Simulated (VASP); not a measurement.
OSZICAR of a VASP run on WC (wc):

OSZICAR:
```
       N       E                     dE             d eps       ncg     rms          rms(c)
DAV:   1     0.822695335758E+02    0.82270E+02   -0.11001E+04  4368   0.176E+03
DAV:   2    -0.643351468899E+02   -0.14660E+03   -0.14282E+03  4908   0.420E+02
DAV:   3    -0.686330533445E+02   -0.42979E+01   -0.42678E+01  5339   0.661E+01
DAV:   4    -0.686711167518E+02   -0.38063E-01   -0.38043E-01  4733   0.669E+00
DAV:   5    -0.686714105804E+02   -0.29383E-03   -0.29382E-03  5113   0.610E-01    0.367E+01
DAV:   6    -0.611912920084E+02    0.74801E+01   -0.85968E+00  4823   0.374E+01    0.732E+00
DAV:   7    -0.614736946483E+02   -0.28240E+00   -0.40748E-01  4538   0.735E+00    0.563E+00
DAV:   8    -0.614103034134E+02    0.63391E-01   -0.21999E-01  4453   0.554E+00    0.112E+00
DAV:   9    -0.615510955644E+02   -0.14079E+00   -0.13111E-01  4433   0.375E+00    0.776E-01
DAV:  10    -0.615581048219E+02   -0.70093E-02   -0.91958E-03  4663   0.910E-01    0.415E-01
DAV:  11    -0.615582931862E+02   -0.18836E-03   -0.16872E-03  5138   0.347E-01    0.268E-01
DAV:  12    -0.615578639283E+02    0.42926E-03   -0.73558E-04  4893   0.275E-01    0.636E-02
DAV:  13    -0.615579569728E+02   -0.93044E-04   -0.51213E-05  4663   0.791E-02    0.452E-02
DAV:  14    -0.615580601601E+02   -0.10319E-03   -0.13419E-04  4823   0.949E-02    0.107E-02
DAV:  15    -0.615580615478E+02   -0.13877E-05   -0.72242E-06  4523   0.297E-02    0.506E-03
DAV:  16    -0.615580613420E+02    0.20587E-06   -0.75346E-08  2939   0.327E-03    0.471E-03
DAV:  17    -0.615580621849E+02   -0.84293E-06   -0.45683E-07  4388   0.715E-03    0.131E-03
DAV:  18    -0.615580611970E+02    0.98789E-06   -0.85448E-08  2234   0.362E-03    0.592E-04
DAV:  19    -0.615580613313E+02   -0.13429E-06   -0.10260E-08  2214   0.121E-03    0.437E-04
DAV:  20    -0.615580612788E+02    0.52467E-07   -0.10925E-09  2199   0.391E-04
   1 F= -.61558061E+02 E0= -.61558016E+02  d E =-.615581E+02
```

Which electronic solver shows in the log?

It is blocked Davidson (ALGO = Normal, or the opening steps of other solvers). The INCAR had ALGO = Normal.

Can the final energy be trusted as converged?

Self-consistency was reached. It stopped with EDIFF = 1E-7, NELM = 100, NSW = 30 and EDIFFG = -0.01 after 1 ionic step (r2SCAN meta-GGA, plane waves, VASP's PBE PAW potentials (set 64)).

The compound is WC in the wc structure. This cell was strained or had an atom moved on purpose.
